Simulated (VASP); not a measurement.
Computed with r2SCAN meta-GGA, VASP's PBE PAW potentials (set 64) (plane waves; VASP 6.6.1).

A VASP calculation is set up with these files.

### INCAR
```
ISMEAR = 1
ENCUT = 520   # plane-wave cut-off (eV)
LMAXMIX = 4
METAGGA = R2SCAN
LCHARG = F
SYSTEM = Rb
IBRION = 2   # conjugate gradients
NELM = 100
PREC = Accurate
ISIF = 3   # ions, shape and volume
LWAVE = F
LREAL = F   # projection in real space or not
LMIXTAU = T
SIGMA = 0.1   # width (eV)
EDIFFG = -0.01   # ionic stop
EDIFF = 1E-6   # SCF stop (eV)
ALGO = Normal
NSW = 60
LASPH = T
```

POSCAR:
```
Rb
1.0
 -2.8250000000   2.8250000000   2.8250000000
  2.8250000000  -2.8250000000   2.8250000000
  2.8250000000   2.8250000000  -2.8250000000
Rb
1
direct
  0.0000000000   0.0000000000   0.0000000000
```

### KPOINTS
```
Automatic mesh
0
Gamma
8 8 8
0 0 0
```

POTCAR, in this order: Rb_sv (PBE.64 set). Program: vasp_std.

Question: What will the output report for the number of irreducible k-points (NKPTS), largest plane-wave count, number of space-group operations, FFT grid (NGX, NGY, NGZ)?

Answer: 
number of irreducible k-points (NKPTS): 29
largest plane-wave count: 2491
number of space-group operations: 48
FFT grid (NGX, NGY, NGZ): 36 × 36 × 36

The compound is Rb in the bcc structure. This run relaxes it. Symmetry was kept, so distortions that lower it aren't found.
